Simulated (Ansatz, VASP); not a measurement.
**MoS2: VASP beside Ansatz**

Wanted: the spread between two codes on one cell, functional and k mesh. The two relaxations start from unlike cells of this crystal (the structure described is Ansatz's start), so only their ends are compared.

Calculated with Ansatz 0.2.0; plane waves, with VASP 6.6.1 beside it; relaxation of cell and atoms at BLYP with D3(BJ).

## 1. Starting point

It takes space group P6_3/mmc (No. 194, hexagonal). Conventional cell: a = 3.169 Å, b = 3.169 Å, c = 12.324 Å, α = 90.00°, β = 90.00°, γ = 120.00°. Mo has 6 S at 2.41 Å nearest. Nearest to S lie 3 Mo at 2.41 Å. Farther neighbours and most contacts between anions are not listed.

## 2. VASP: relaxation of cell and atoms, BLYP with D3(BJ)

The relaxed volume is the usual yardstick between codes: in a stiff, nearly cubic crystal its relative difference is about their pressure difference at one cell divided by the bulk modulus.

Lines of VASP's logs that name or quote its potential files are left out, and so is its time.

The input, INCAR:

```
SYSTEM = MoS2
PREC = Accurate
ENCUT = 500
EDIFF = 1E-07
NELM = 120
ISMEAR = 0
SIGMA = 0.02
LREAL = .FALSE.
ALGO = Normal
GGA = B5
ALDAX = 1
AGGAX = 1
AGGAC = 1
ALDAC = 0
IVDW = 12
VDW_S6 = 1
VDW_S8 = 2.6996
VDW_A1 = 0.4298
VDW_A2 = 4.2359
NBANDS = 32
LASPH = .TRUE.
LORBIT = 11
LWAVE = .FALSE.
LCHARG = .FALSE.
ISIF = 3
IBRION = 2
NSW = 80
EDIFFG = -0.005
GGA_COMPAT = .FALSE.
NELMIN = 4
EFERMI = MIDGAP
KPAR = 2
```

The input, POSCAR:

```
MoS2
1.0
    3.1800800622      0.0000000000      0.0000000000
   -1.5900400311      2.7540306202      0.0000000000
    0.0000000000      0.0000000000     11.8241769079
Mo S
2 4
Direct
    0.3333332726      0.6666665452      0.2500000000
    0.6666667274      0.3333334548      0.7500000000
    0.3333332726      0.6666665452      0.6172333390
    0.6666667274      0.3333334548      0.1172333390
    0.3333332726      0.6666665452      0.8827666610
    0.6666667274      0.3333334548      0.3827666610
```

The input, KPOINTS:

```
Automatic mesh
0
Gamma
9 9 2
0 0 0
```

The projector-augmented-wave data sets are Mo_sv and S (PBE family, release 64).

Launch:

```bash
$ mpirun -np 2 vasp_std
```

Numbers of over 12 decimals in the logs are rounded to 6 here.

The log of the run:

```text
[banner, memory and clock lines left out]
running    2 mpi-ranks, on    1 nodes
 distrk:  each k-point on    1 cores,    2 groups
 distr:  one band on    1 cores,    1 groups

 POSCAR found type information on POSCAR MoS
 POSCAR found :  2 types and       6 ions
|                                                                             |
|               ----> ADVICE to this user running VASP <----                  |
|                                                                             |
|     You enforced a specific xc type in the INCAR file but a different       |
|     [... a line on the potential file left out ...]
|     I HOPE YOU KNOW WHAT YOU ARE DOING!                                     |
|                                                                             |

 LDA part: xc-table for (Slater(with rela. corr.)+VWN5), standard interpolation
 POSCAR, INCAR and KPOINTS ok, starting setup
 FFT: planning ... GRIDC
 FFT: planning ... GRID_SOFT
 FFT: planning ... GRID
 WAVECAR not read
 entering main loop
       N       E                     dE             d eps       ncg     rms          rms(c)
DAV:   1     0.448742505682E+03    0.44874E+03   -0.29336E+04  1704   0.150E+03
DAV:   2    -0.179430264835E+02   -0.46669E+03   -0.45514E+03  1928   0.387E+02
DAV:   3    -0.410114080470E+02   -0.23068E+02   -0.22884E+02  1952   0.771E+01
DAV:   4    -0.414614357883E+02   -0.45003E+00   -0.44868E+00  1904   0.108E+01
DAV:   5    -0.414728418407E+02   -0.11406E-01   -0.11400E-01  1952   0.164E+00    0.318E+01
DAV:   6    -0.392117777349E+02    0.22611E+01   -0.24862E+01  1664   0.264E+01    0.136E+01
DAV:   7    -0.385593883657E+02    0.65239E+00   -0.10868E+01  1736   0.176E+01    0.805E+00
DAV:   8    -0.382139402014E+02    0.34545E+00   -0.14393E+00  2016   0.678E+00    0.311E+00
DAV:   9    -0.382295971802E+02   -0.15657E-01   -0.15547E-01  2008   0.194E+00    0.148E+00
DAV:  10    -0.382183304841E+02    0.11267E-01   -0.79792E-02  1896   0.157E+00    0.414E-01
DAV:  11    -0.382181786720E+02    0.15181E-03   -0.31267E-03  1896   0.316E-01    0.262E-01
DAV:  12    -0.382178842623E+02    0.29441E-03   -0.10399E-03  1912   0.168E-01    0.959E-02
DAV:  13    -0.382178663464E+02    0.17916E-04   -0.15012E-04  2024   0.612E-02    0.231E-02
DAV:  14    -0.382178672176E+02   -0.87121E-06   -0.70440E-06  1872   0.130E-02    0.238E-02
DAV:  15    -0.382178671522E+02    0.65451E-07   -0.54124E-07  1744   0.351E-03
   1 F= -.44022765E+02 E0= -.44022765E+02  d E =-.440228E+02
 curvature:   0.00 expect dE= 0.000E+00 dE for cont linesearch  0.000E+00
 trial: gam= 0.00000 g(F)=  0.151E-05 g(S)=  0.953E-05 ort = 0.000E+00 (trialstep = 0.100E+01)
 search vector abs. value=  0.110E-04
 bond charge predicted
       N       E                     dE             d eps       ncg     rms          rms(c)
DAV:   1    -0.382163013971E+02    0.15658E-02   -0.17259E-03  1672   0.305E-01    0.778E-02
DAV:   2    -0.382162549143E+02    0.46483E-04   -0.45751E-04  1840   0.132E-01    0.419E-02
DAV:   3    -0.382162339932E+02    0.20921E-04   -0.10225E-04  1832   0.497E-02    0.146E-02
DAV:   4    -0.382162318733E+02    0.21199E-05   -0.11798E-05  1768   0.193E-02    0.528E-03
DAV:   5    -0.382162319470E+02   -0.73773E-07   -0.16961E-06  1896   0.792E-03    0.382E-03
DAV:   6    -0.382162324107E+02   -0.46371E-06   -0.17251E-07  1232   0.243E-03    0.942E-04
DAV:   7    -0.382162324374E+02   -0.26627E-07   -0.61405E-08  1144   0.142E-03
   2 F= -.44022757E+02 E0= -.44022757E+02  d E =0.849404E-05
 trial-energy change:    0.000008  1 .order    0.000005   -0.000011    0.000021
 step:   0.2257(harm=  0.3491)  dis= 0.00003  next Energy=   -44.022766 (dE=-0.120E-05)
 bond charge predicted
       N       E                     dE             d eps       ncg     rms          rms(c)
DAV:   1    -0.382175415009E+02   -0.13091E-02   -0.10653E-03  1600   0.240E-01    0.602E-02
DAV:   2    -0.382175141093E+02    0.27392E-04   -0.26916E-04  1792   0.102E-01    0.323E-02
DAV:   3    -0.382175024068E+02    0.11702E-04   -0.59520E-05  1720   0.381E-02    0.114E-02
DAV:   4    -0.382175007677E+02    0.16391E-05   -0.72580E-06  1736   0.151E-02    0.419E-03
DAV:   5    -0.382175002262E+02    0.54145E-06   -0.10288E-06  1832   0.618E-03    0.296E-03
DAV:   6    -0.382174998575E+02    0.36870E-06   -0.10065E-07  1136   0.186E-03    0.746E-04
DAV:   7    -0.382174998168E+02    0.40734E-07   -0.38177E-08  1032   0.111E-03
   3 F= -.44022765E+02 E0= -.44022765E+02  d E =0.555084E-07
 curvature:  -0.17 expect dE=-0.111E-05 dE for cont linesearch -0.324E-07
 trial: gam= 0.72689 g(F)=  0.250E-06 g(S)=  0.632E-05 ort =-0.146E-05 (trialstep = 0.845E+00)
 search vector abs. value=  0.103E-04
 reached required accuracy - stopping structural energy minimisation
```

From OUTCAR (step 2):

```text
ion  position               nearest neighbor table
   1  0.333  0.667  0.250-   4 2.42   6 2.42   4 2.42   6 2.42   4 2.42   6 2.42
   2  0.667  0.333  0.750-   3 2.42   5 2.42   3 2.42   5 2.42   3 2.42   5 2.42
   3  0.333  0.667  0.617-   2 2.42   2 2.42   2 2.42
   4  0.667  0.333  0.117-   1 2.42   1 2.42   1 2.42
   5  0.333  0.667  0.883-   2 2.42   2 2.42   2 2.42
   6  0.667  0.333  0.383-   1 2.42   1 2.42   1 2.42

  LATTYP: Found a hexagonal cell.
 ALAT       =     3.1800800622
 C/A-ratio  =     3.7182010128

 Subroutine GETGRP returns: Found 24 space group operations
 (whereof 12 operations were pure point group operations)

The static configuration has the point symmetry D_3d.
 The point group associated with its full space group is D_6h.

 Found     24 irreducible k-points:

   k-points           NKPTS =     24   k-points in BZ     NKDIM =     24   number of bands    NBANDS=     32

   dimension x,y,z NGX =    24 NGY =   24 NGZ =   90
   dimension x,y,z NGXF=    48 NGYF=   48 NGZF=  180

   ENCUT  =  500.0 eV  36.75 Ry    6.06 a.u.   5.80  5.80 21.56*2*pi/ulx,y,z

   NELECT =      52.0000    total number of electrons

 k-points in reciprocal lattice and weights: Automatic mesh
   0.00000000  0.00000000  0.00000000       0.006
   0.11111111  0.00000000  0.00000000       0.037
   0.22222222 -0.00000000  0.00000000       0.037
   0.33333333 -0.00000000  0.00000000       0.037
   0.44444444 -0.00000000  0.00000000       0.037
   0.11111111  0.11111111  0.00000000       0.037
   0.22222222  0.11111111  0.00000000       0.074
   0.33333333  0.11111111  0.00000000       0.074
   0.44444444  0.11111111  0.00000000       0.037
[...]
0.33333333  0.22222222  0.50000000       0.074
   0.33333333  0.33333333  0.50000000       0.012

 Edisp (eV)   -5.80652

 average (electrostatic) potential at core
       1 -74.0894       2 -74.0894       3 -83.4815       4 -83.4815       5 -83.4815
       6 -83.4815

 E-fermi :   8.9005

 k-point     1 :       0.0000    0.0000    0.0000
  band No.  band energies     occupation
    ...
     22       6.2602      2.00000
     23       6.2602      2.00000
     24       7.2507      2.00000
     25       7.6101      2.00000
     26       8.5259      2.00000
     27      10.4080      0.00000
     28      10.4081      0.00000
     29      10.4593      0.00000
     30      10.4593      0.00000
     31      10.4660      0.00000
    ...

 k-point     2 :       0.1111    0.0000    0.0000
  band No.  band energies     occupation
    ...
     22       5.9947      2.00000
     23       6.3663      2.00000
     24       7.2647      2.00000
     25       7.5889      2.00000
     26       8.0626      2.00000
     27      10.2396      0.00000
     28      10.2572      0.00000
     29      10.2742      0.00000
     30      10.4056      0.00000
     31      10.4726      0.00000
    ...

 k-point     3 :       0.2222   -0.0000    0.0000
  band No.  band energies     occupation
    ...
     22       5.8585      2.00000
     23       6.2007      2.00000
     24       7.0363      2.00000
     25       7.0591      2.00000
     26       7.1709      2.00000
     27       9.6214      0.00000
     28       9.8949      0.00000
     29      10.2511      0.00000
     30      10.3275      0.00000
     31      10.4920      0.00000
    ...

 Edisp (eV)   -5.80527

  Total       0.01904     0.01904     0.00778     0.00000    -0.00000     0.00000
  in kB       0.29463     0.29463     0.12036     0.00000    -0.00000     0.00000
  external pressure =        0.24 kB  Pullay stress =        0.00 kB

  energy-cutoff  :      500.00
  volume of cell :      103.55
      direct lattice vectors                 reciprocal lattice vectors
     3.180081582  0.000000000  0.000000000     0.314457342  0.181551998 -0.000000000
    -1.590040791  2.754031936  0.000000000     0.000000000  0.363103996 -0.000000000
     0.000000000  0.000000000 11.823438030     0.000000000  0.000000000  0.084577768

 POSITION                                       TOTAL-FORCE (eV/Angst)
 -----------------------------------------------------------------------------------
      0.00000      1.83602      2.95586         0.000000     -0.000000      0.000000
      1.59004      0.91801      8.86758         0.000000      0.000000      0.000000
      0.00000      1.83602      7.29785        -0.000000      0.000000      0.001138
      1.59004      0.91801      1.38613        -0.000000     -0.000000      0.001138
      0.00000      1.83602     10.43731        -0.000000      0.000000     -0.001138
      1.59004      0.91801      4.52559         0.000000     -0.000000     -0.001138
 -----------------------------------------------------------------------------------
    total drift:                               -0.000000     -0.000306     -0.000000

  FREE ENERGIE OF THE ION-ELECTRON SYSTEM (eV)
  ---------------------------------------------------
  free  energy   TOTEN  =       -44.0227649388 eV

  energy  without entropy=      -44.0227649388  energy(sigma->0) =      -44.02276494

 reached required accuracy - stopping structural energy minimisation

 total charge
# of ion       s       p       d       tot
------------------------------------------
    1        2.285   6.211   3.959  12.455
    2        2.285   6.211   3.959  12.455
    3        1.378   2.363   0.000   3.741
    4        1.378   2.363   0.000   3.741
    5        1.378   2.363   0.000   3.741
    6        1.378   2.363   0.000   3.741
--------------------------------------------------
tot         10.082  21.875   7.919  39.876

[... 3 further parts left out ...]
```

This run has no spin polarisation, so a moment on Mo, if there is one, isn't seen.

(Continued in part 2 of 2.)

[Lines on the potential files, build, host, timing and source positions are cut from VASP's logs without a mark.]

[Logs are printed without paths, hosts, clocks, repeated set-up lines and the standing remarks that a program may print on its own settings, such as how far it seeks lower states.]

[Hosts, paths, dates, database ids (printed as entryN), source tags and the programs' standing remarks are cut or masked in the printed files.]
